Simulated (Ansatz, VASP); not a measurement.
**WS2 in two plane-wave programs**

Wanted: the spread between two codes on one cell, functional and k mesh. The cell is taken from a series of runs on this material, whose earlier steps may have relaxed, scaled, displaced or heated it; both programs get it as it stands.

Program: Ansatz 0.2.0. Level of theory: plane waves, with VASP 6.6.1 beside it; zone-centre phonons at PBEsol. Results are calculated unless marked as measured.

## Step 1: Set-up

The cell holds 3 atoms: 1 W and 2 S. Its edges and angles: a = 3.303 Å, b = 3.303 Å, c = 30.000 Å, α = 90.0°, β = 90.0°, γ = 120.0°. Vacuum lies along c.

As a file:

```xyz
3
Lattice="3.3031 0.0000 0.0000 -1.6516 2.8606 0.0000 0.0000 0.0000 30.0000" Properties=species:S:1:pos:R:3
W     0.0000    1.9071   10.0000
S     1.6516    0.9535   11.5132
S     1.6516    0.9535    8.4868
```

## Step 2: VASP: zone-centre phonons, PBEsol

Second derivatives magnify differences that forces hide, and they need a tight electronic threshold.

Lines of VASP's logs that name or quote its potential files are left out, and so is its time.

File INCAR:

```
SYSTEM = WS2
PREC = Accurate
ENCUT = 600
EDIFF = 1E-08
NELM = 120
ISMEAR = 0
SIGMA = 0.01
LREAL = .FALSE.
ALGO = Normal
GGA = PS
NBANDS = 15
LASPH = .TRUE.
LORBIT = 11
LWAVE = .FALSE.
LCHARG = .FALSE.
ISIF = 2
IBRION = 8
GGA_COMPAT = .FALSE.
EFERMI = MIDGAP
NELMDL = -8
KPAR = 2
```

File POSCAR:

```
WS2
1.0
    3.3031390404      0.0000000000      0.0000000000
   -1.6515695202      2.8606023212      0.0000000000
    0.0000000000      0.0000000000     30.0000000000
W S
1 2
Direct
    0.3333333333      0.6666666667      0.3333333333
    0.6666666666      0.3333333334      0.3837742431
    0.6666666666      0.3333333334      0.2828924235
```

File KPOINTS:

```
Automatic mesh
0
Gamma
12 12 1
0 0 0
```

Potentials, in the order of the species: W and S (PBE family, release 64).

On the command line:

```bash
> mpirun -np 2 vasp_std
```

Numbers of over 12 decimals in the logs are rounded to 6 here.

The program printed:

```text
[banner, memory and clock lines left out]
running    2 mpi-ranks, on    1 nodes
 distrk:  each k-point on    1 cores,    2 groups
 distr:  one band on    1 cores,    1 groups

 POSCAR found type information on POSCAR W S
 POSCAR found :  2 types and       3 ions
|                                                                             |
|               ----> ADVICE to this user running VASP <----                  |
|                                                                             |
|     You enforced a specific xc type in the INCAR file but a different       |
|     [... a line on the potential file left out ...]
|     I HOPE YOU KNOW WHAT YOU ARE DOING!                                     |
|                                                                             |

 LDA part: xc-table for (Slater+PW92), standard interpolation
 POSCAR, INCAR and KPOINTS ok, starting setup
 FFT: planning ... GRIDC
 FFT: planning ... GRID_SOFT
 FFT: planning ... GRID
 WAVECAR not read
 entering main loop
       N       E                     dE             d eps       ncg     rms          rms(c)
DAV:   1     0.139899251146E+03    0.13990E+03   -0.59974E+03   570   0.934E+02
DAV:   2    -0.587158198300E+01   -0.14577E+03   -0.13556E+03   982   0.160E+02
DAV:   3    -0.261271681374E+02   -0.20256E+02   -0.20082E+02   773   0.745E+01
DAV:   4    -0.265981998246E+02   -0.47103E+00   -0.46763E+00   802   0.142E+01
DAV:   5    -0.266101796930E+02   -0.11980E-01   -0.11975E-01   733   0.224E+00
DAV:   6    -0.266106372682E+02   -0.45758E-03   -0.45754E-03   797   0.446E-01
DAV:   7    -0.266106566654E+02   -0.19397E-04   -0.19397E-04   834   0.846E-02
DAV:   8    -0.266106574584E+02   -0.79305E-06   -0.79287E-06   812   0.160E-02    0.256E+01
DAV:   9    -0.252781205328E+02    0.13325E+01   -0.38941E+00   862   0.139E+01    0.108E+01
DAV:  10    -0.251427293368E+02    0.13539E+00   -0.96090E-01   738   0.806E+00    0.579E+00
DAV:  11    -0.250743909142E+02    0.68338E-01   -0.13482E-01   780   0.304E+00    0.781E-01
DAV:  12    -0.250731143910E+02    0.12765E-02   -0.21439E-02   794   0.101E+00    0.347E-01
DAV:  13    -0.250721478811E+02    0.96651E-03   -0.37451E-03   794   0.439E-01    0.165E-01
DAV:  14    -0.250720365943E+02    0.11129E-03   -0.35892E-04   766   0.150E-01    0.783E-02
[...]
DAV:  23    -0.250722011164E+02   -0.62828E-05   -0.17474E-07   703   0.124E-03    0.374E-04
DAV:  24    -0.250722030103E+02   -0.18940E-05   -0.40293E-08   735   0.566E-04    0.216E-04
DAV:  25    -0.250722044896E+02   -0.14793E-05   -0.29896E-08   660   0.425E-04    0.113E-04
DAV:  26    -0.250722049324E+02   -0.44278E-06   -0.31464E-09   646   0.189E-04    0.151E-04
DAV:  27    -0.250722051289E+02   -0.19658E-06   -0.34472E-10   593   0.106E-04    0.635E-05
DAV:  28    -0.250722051793E+02   -0.50370E-07    0.69646E-10   593   0.545E-05    0.413E-05
DAV:  29    -0.250722052038E+02   -0.24489E-07    0.83768E-10   509   0.407E-05    0.219E-05
DAV:  30    -0.250722052061E+02   -0.23083E-08    0.95927E-10   607   0.196E-05
   1 F= -.25072205E+02 E0= -.25072205E+02  d E =0.000000E+00
 Linear response reoptimize wavefunctions to high precision
DAV:   1    -0.250722052076E+02   -0.14891E-08    0.97528E-10   530   0.105E-05
DAV:   2    -0.250722052077E+02   -0.90949E-10    0.98628E-10   621   0.369E-06
 Linear response DOF=           4
 Linear response progress:
  Degree of freedom:   1/  4
       N       E                     dE             d eps       ncg     rms          rms(c)
RMM:   1    -0.113903636952E+00   -0.11390E+00   -0.10353E-01  4202   0.175E+00
RMM:   2    -0.109325070063E+00    0.45786E-02   -0.33070E-03  3518   0.360E-01    0.189E-01
RMM:   3    -0.108785545388E+00    0.53952E-03   -0.32707E-04  3501   0.984E-02    0.113E-01
RMM:   4    -0.108634433615E+00    0.15111E-03   -0.38401E-04  3458   0.116E-01    0.141E-02
RMM:   5    -0.108667617532E+00   -0.33184E-04   -0.63502E-06  3819   0.166E-02    0.392E-03
RMM:   6    -0.108676367538E+00   -0.87500E-05   -0.29769E-07  3828   0.335E-03    0.639E-04
RMM:   7    -0.108674016748E+00    0.23508E-05   -0.31583E-08  3987   0.847E-04    0.188E-04
RMM:   8    -0.108672970767E+00    0.10460E-05    0.44084E-08  3996   0.258E-04    0.530E-05
RMM:   9    -0.108672853390E+00    0.11738E-06   -0.66068E-08  4101   0.905E-05    0.260E-05
RMM:  10    -0.108672839396E+00    0.13995E-07    0.16150E-09  3973   0.628E-05    0.516E-06
RMM:  11    -0.108672862502E+00   -0.23106E-07   -0.66960E-10  4229   0.385E-05    0.258E-06
RMM:  12    -0.108672873538E+00   -0.11036E-07    0.31861E-09  4144   0.338E-05    0.692E-07
RMM:  13    -0.108672875694E+00   -0.21565E-08   -0.33655E-09  3849   0.301E-05    0.357E-07
 first order change of Fermi-energy  -0.27267E-03
 force on displaced ion       1 direction 1 : -19.351  -0.001   0.000
 Linear response progress:
  Degree of freedom:   2/  4
       N       E                     dE             d eps       ncg     rms          rms(c)
RMM:   1    -0.164157677051E+00   -0.16416E+00   -0.15729E-01  1252   0.195E+00
RMM:   2    -0.148219297127E+00    0.15938E-01   -0.62577E-03   912   0.532E-01    0.185E-01
RMM:   3    -0.147342669295E+00    0.87663E-03   -0.66558E-04   936   0.148E-01    0.110E-01
RMM:   4    -0.147136324459E+00    0.20634E-03   -0.48098E-04   906   0.119E-01    0.405E-02
RMM:   5    -0.147221892099E+00   -0.85568E-04   -0.28735E-05   963   0.317E-02    0.163E-02
RMM:   6    -0.147275044622E+00   -0.53153E-04   -0.10936E-05   924   0.178E-02    0.385E-03
RMM:   7    -0.147261509980E+00    0.13535E-04   -0.29414E-07   986   0.310E-03    0.135E-03
RMM:   8    -0.147262776043E+00   -0.12661E-05   -0.43580E-08   972   0.116E-03    0.283E-04
RMM:   9    -0.147262709384E+00    0.66659E-07   -0.85468E-09  1020   0.267E-04    0.102E-04
RMM:  10    -0.147262531407E+00    0.17798E-06   -0.58169E-09   967   0.241E-04    0.581E-05
RMM:  11    -0.147262420023E+00    0.11138E-06    0.80692E-09  1038   0.207E-04    0.601E-05
RMM:  12    -0.147262461032E+00   -0.41009E-07    0.33427E-08  1065   0.182E-04    0.414E-05
RMM:  13    -0.147262485333E+00   -0.24301E-07    0.50568E-08  1005   0.863E-05    0.225E-05
RMM:  14    -0.147262510134E+00   -0.24802E-07    0.52841E-08  1107   0.862E-05    0.922E-06
RMM:  15    -0.147262510834E+00   -0.70021E-09    0.13881E-07  1130   0.544E-05    0.504E-06
RMM:  16    -0.147262497937E+00    0.12897E-07    0.74773E-09  1147   0.618E-05    0.419E-06
RMM:  17    -0.147262502048E+00   -0.41104E-08    0.85205E-09  1056   0.351E-05    0.190E-06
 first order change of Fermi-energy   0.19597E-04
 force on displaced ion       1 direction 3 :   0.000  -0.000 -29.725
 Linear response progress:
  Degree of freedom:   3/  4
       N       E                     dE             d eps       ncg     rms          rms(c)
RMM:   1    -0.960594761473E-01   -0.96059E-01    0.10648E-02  5375   0.210E+00
RMM:   2    -0.945328929201E-01    0.15266E-02   -0.24779E-03  3566   0.392E-01    0.132E-01
RMM:   3    -0.947125795269E-01   -0.17969E-03   -0.12410E-04  3651   0.724E-02    0.754E-02
RMM:   4    -0.949668947020E-01   -0.25432E-03   -0.72511E-05  3697   0.446E-02    0.145E-02
RMM:   5    -0.949157899616E-01    0.51105E-04   -0.35062E-06  3988   0.106E-02    0.532E-03
RMM:   6    -0.948931348432E-01    0.22655E-04   -0.42535E-07  3928   0.344E-03    0.238E-03
RMM:   7    -0.949024164734E-01   -0.92816E-05   -0.20128E-08  3906   0.141E-03    0.549E-04
RMM:   8    -0.949013367318E-01    0.10797E-05    0.47382E-07  4061   0.380E-04    0.126E-04
RMM:   9    -0.949007294074E-01    0.60732E-06   -0.49868E-08  4105   0.157E-04    0.708E-05
RMM:  10    -0.949007823359E-01   -0.52929E-07   -0.15846E-08  4185   0.956E-05    0.635E-06
RMM:  11    -0.949008074254E-01   -0.25089E-07   -0.12917E-08  4347   0.758E-05    0.391E-06
RMM:  12    -0.949008011284E-01    0.62970E-08    0.24864E-08  4060   0.720E-05    0.746E-07
 first order change of Fermi-energy   0.13786E-03
 force on displaced ion       2 direction 1 :  -9.479  -0.000   0.000
 Linear response progress:
  Degree of freedom:   4/  4
       N       E                     dE             d eps       ncg     rms          rms(c)
RMM:   1    -0.154872830953E+00   -0.15487E+00    0.16048E-02  1332   0.212E+00
RMM:   2    -0.151629234982E+00    0.32436E-02   -0.31620E-03   923   0.414E-01    0.315E-01
RMM:   3    -0.151483913706E+00    0.14532E-03   -0.34093E-04   955   0.118E-01    0.226E-01
RMM:   4    -0.151575835867E+00   -0.91922E-04   -0.21643E-04   953   0.699E-02    0.402E-02
RMM:   5    -0.151567839671E+00    0.79962E-05   -0.66206E-05   947   0.417E-02    0.150E-02
RMM:   6    -0.151576272782E+00   -0.84331E-05   -0.30752E-06   949   0.112E-02    0.425E-03
RMM:   7    -0.151577193945E+00   -0.92116E-06   -0.33217E-07  1003   0.316E-03    0.181E-03
RMM:   8    -0.151579093894E+00   -0.18999E-05   -0.13702E-08  1011   0.716E-04    0.129E-03
RMM:   9    -0.151584942481E+00   -0.58486E-05   -0.48289E-08   956   0.939E-04    0.290E-04
RMM:  10    -0.151587570265E+00   -0.26278E-05   -0.30665E-08  1012   0.443E-04    0.457E-04
RMM:  11    -0.151592233626E+00   -0.46634E-05   -0.19076E-07  1088   0.746E-04    0.314E-04
RMM:  12    -0.151593032561E+00   -0.79894E-06    0.71913E-08  1069   0.236E-04    0.146E-04
RMM:  13    -0.151593814720E+00   -0.78216E-06   -0.14473E-07  1119   0.309E-04    0.368E-05
RMM:  14    -0.151593896873E+00   -0.82153E-07    0.28196E-07  1091   0.141E-04    0.382E-05
RMM:  15    -0.151594051317E+00   -0.15444E-06    0.17937E-07  1144   0.199E-04    0.360E-05
RMM:  16    -0.151594057298E+00   -0.59809E-08    0.31002E-07  1131   0.907E-05    0.231E-05
RMM:  17    -0.151594106897E+00   -0.49600E-07    0.99388E-08  1154   0.101E-04    0.147E-05
RMM:  18    -0.151594111835E+00   -0.49381E-08    0.11844E-07  1105   0.683E-05    0.120E-05
RMM:  19    -0.151594125360E+00   -0.13524E-07    0.10082E-07  1147   0.730E-05    0.674E-06
RMM:  20    -0.151594134917E+00   -0.95579E-08    0.81282E-08  1045   0.632E-05    0.146E-06
 first order change of Fermi-energy   0.36425E+00
 force on displaced ion       2 direction 3 :   0.000  -0.000 -17.421
 Linear response finished
```

OUTCAR, selected parts (step 2):

```text
ion  position               nearest neighbor table
   1  0.333  0.667  0.333-   3 2.43   2 2.43   3 2.43   2 2.43   3 2.43   2 2.43
   2  0.667  0.333  0.384-   1 2.43   1 2.43   1 2.43
   3  0.667  0.333  0.283-   1 2.43   1 2.43   1 2.43

  LATTYP: Found a hexagonal cell.
 ALAT       =     3.3031390404
 C/A-ratio  =     9.0822698146

 Subroutine GETGRP returns: Found 12 space group operations
 (whereof  6 operations were pure point group operations)

The static configuration has the point symmetry C_3v.
 The point group associated with its full space group is D_3h.

 Found     19 irreducible k-points:

   k-points           NKPTS =     19   k-points in BZ     NKDIM =     19   number of bands    NBANDS=     15

   dimension x,y,z NGX =    28 NGY =   28 NGZ =  240
   dimension x,y,z NGXF=    56 NGYF=   56 NGZF=  480

   ENCUT  =  600.0 eV  44.10 Ry    6.64 a.u.   6.60  6.60 59.92*2*pi/ulx,y,z

   NELECT =      18.0000    total number of electrons

 k-points in reciprocal lattice and weights: Automatic mesh
   0.00000000  0.00000000  0.00000000       0.007
   0.08333333 -0.00000000  0.00000000       0.042
   0.16666667 -0.00000000  0.00000000       0.042
   0.25000000  0.00000000  0.00000000       0.042
   0.33333333 -0.00000000  0.00000000       0.042
   0.41666667  0.00000000  0.00000000       0.042
   0.50000000  0.00000000  0.00000000       0.021
   0.08333333  0.08333333  0.00000000       0.042
   0.16666667  0.08333333  0.00000000       0.083
[...]
0.33333333  0.25000000  0.00000000       0.083
   0.33333333  0.33333333  0.00000000       0.014

 average (electrostatic) potential at core
       1 -49.2325       2 -95.0972       3 -95.0972

  Total       -4.7041349     -4.7041349     -0.1406672      0.0000000      0.0000000     -0.0000000
  in kB      -26.5879441    -26.5879441     -0.7950563      0.0000000      0.0000000     -0.0000000
  external PRESSURE =     -17.9903148 kB  Pullay stress =       0.0000000 kB

  energy-cutoff  :      600.00
  volume of cell :      283.47
      direct lattice vectors                 reciprocal lattice vectors
     3.303139040  0.000000000  0.000000000     0.302742327  0.174788364  0.000000000
    -1.651569520  2.860602321  0.000000000     0.000000000  0.349576728  0.000000000
     0.000000000  0.000000000 30.000000000     0.000000000  0.000000000  0.033333333

 POSITION                                       TOTAL-FORCE (eV/Angst)
 -----------------------------------------------------------------------------------
     -0.00000      1.90707     10.00000         0.000000     -0.000000     -0.000000
      1.65157      0.95353     11.51323         0.000000      0.000000     -0.043857
      1.65157      0.95353      8.48677        -0.000000     -0.000000      0.043857
 -----------------------------------------------------------------------------------
    total drift:                                0.000000     -0.000000      0.000000

 Eigenvectors and eigenvalues of the dynamical matrix
 ----------------------------------------------------

   1 f  =   12.361351 THz    77.668662 2PiTHz  412.330301 cm-1    51.122419 meV
             X         Y         Z           dx          dy          dz
     -0.000000  1.907068 10.000000    -0.000000   -0.000000   -0.508526
      1.651570  0.953534 11.513227     0.000000    0.000000    0.608852
      1.651570  0.953534  8.486773     0.000000    0.000000    0.608852

   2 f  =   12.339938 THz    77.534120 2PiTHz  411.616042 cm-1    51.033862 meV
             X         Y         Z           dx          dy          dz
     -0.000000  1.907068 10.000000    -0.000000   -0.000000    0.000000
      1.651570  0.953534 11.513227     0.000000    0.000000    0.707107
      1.651570  0.953534  8.486773     0.000000    0.000000   -0.707107

   3 f  =    9.973914 THz    62.667947 2PiTHz  332.693945 cm-1    41.248773 meV
             X         Y         Z           dx          dy          dz
     -0.000000  1.907068 10.000000    -0.508522   -0.000004   -0.000000
      1.651570  0.953534 11.513227     0.608854    0.000004   -0.000000
      1.651570  0.953534  8.486773     0.608854    0.000004   -0.000000

   4 f  =    9.973914 THz    62.667947 2PiTHz  332.693945 cm-1    41.248773 meV
             X         Y         Z           dx          dy          dz
     -0.000000  1.907068 10.000000    -0.000004    0.508522   -0.000000
      1.651570  0.953534 11.513227     0.000004   -0.608854    0.000000
      1.651570  0.953534  8.486773     0.000004   -0.608854   -0.000000

   5 f  =    8.410824 THz    52.846766 2PiTHz  280.554892 cm-1    34.784358 meV
             X         Y         Z           dx          dy          dz
     -0.000000  1.907068 10.000000     0.000000    0.000000   -0.000000
      1.651570  0.953534 11.513227     0.707107    0.000002    0.000000
      1.651570  0.953534  8.486773    -0.707107   -0.000002   -0.000000

   6 f  =    8.410824 THz    52.846766 2PiTHz  280.554892 cm-1    34.784358 meV
             X         Y         Z           dx          dy          dz
     -0.000000  1.907068 10.000000     0.000000   -0.000000    0.000000
      1.651570  0.953534 11.513227    -0.000002    0.707107   -0.000000
      1.651570  0.953534  8.486773     0.000002   -0.707107    0.000000

   7 f/i=    0.000233 THz     0.001465 2PiTHz    0.007776 cm-1     0.000964 meV
             X         Y         Z           dx          dy          dz
     -0.000000  1.907068 10.000000    -0.000000    0.000000   -0.861046
      1.651570  0.953534 11.513227    -0.000000    0.000000   -0.359582
      1.651570  0.953534  8.486773    -0.000000    0.000000   -0.359582

   8 f/i=    0.000240 THz     0.001507 2PiTHz    0.008001 cm-1     0.000992 meV
             X         Y         Z           dx          dy          dz
     -0.000000  1.907068 10.000000    -0.860752   -0.022629   -0.000000
      1.651570  0.953534 11.513227    -0.359455   -0.009450   -0.000000
      1.651570  0.953534  8.486773    -0.359455   -0.009450   -0.000000

   9 f/i=    0.000240 THz     0.001507 2PiTHz    0.008001 cm-1     0.000992 meV
             X         Y         Z           dx          dy          dz
     -0.000000  1.907068 10.000000    -0.022629    0.860752    0.000000
      1.651570  0.953534 11.513227    -0.009450    0.359455    0.000000
      1.651570  0.953534  8.486773    -0.009450    0.359455    0.000000

 ELASTIC MODULI CONTR FROM IONIC RELAXATION (kBar)
 Direction    XX          YY          ZZ          XY          YZ          ZX
 --------------------------------------------------------------------------------
 XX         -70.6017    -54.9798   -180.3905     -0.0000      0.0000      0.0000
 YY         -54.9798    -70.6017   -180.3905      0.0000     -0.0000     -0.0000
 ZZ        -180.3905   -180.3905   -518.2408      0.0000      0.0000      0.0000
 XY          -0.0000      0.0000      0.0000     -7.8109      0.0000     -0.0000
 YZ           0.0000     -0.0000      0.0000      0.0000   -253.9936      0.0000
 ZX           0.0000     -0.0000      0.0000     -0.0000      0.0000   -210.6839
 --------------------------------------------------------------------------------
```

This run has no spin polarisation, so a moment on W, if there is one, isn't seen.

(Continued in part 2 of 2.)

[Lines on the potential files, build, host, timing and source positions are cut from VASP's logs without a mark.]

[Logs are printed without paths, hosts, clocks, repeated set-up lines and the standing remarks that a program may print on its own settings, such as how far it seeks lower states.]

[Hosts, paths, dates, database ids (printed as entryN), source tags and the programs' standing remarks are cut or masked in the printed files.]
